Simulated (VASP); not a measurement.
Data:

```
CELL_PARAMETERS angstrom
      4.50408     0.00000     0.00000
     -2.25204     3.90065     0.00000
      0.00000     0.00000     7.88051
ATOMIC_POSITIONS crystal
  Tl 0.00000 0.00000 0.00000
  Tl 0.00000 0.00000 0.50000
  Cl 0.33333 0.66667 0.25000
  Cl 0.66667 0.33333 0.75000
```

All values below come from PBE GGA, VASP's PBE PAW potentials (set 64) (plane waves; VASP). Settings: 400 eV cut-off, 6×6×3 Γ-centred mesh, tetrahedra with Blöchl corrections, potentials Tl_d Cl.

The cores are frozen, which limits the accuracy of field gradients.

Give the principal components of the electric field gradient (V/Å²) and the asymmetry η at each nucleus.

```csv
atom,Vxx,Vyy,Vzz,η
Tl1,7.0,7.0,-14.1,0.00
Tl2,7.0,7.0,-14.1,0.00
Cl3,-5.1,-5.1,10.1,0.00
Cl4,-5.1,-5.1,10.1,0.00
```

The structure was generated: TlCl was put into the NiAs type type (P6_3/mmc), which need not be its known phase. It was relaxed first, which changed the volume by +89 %.
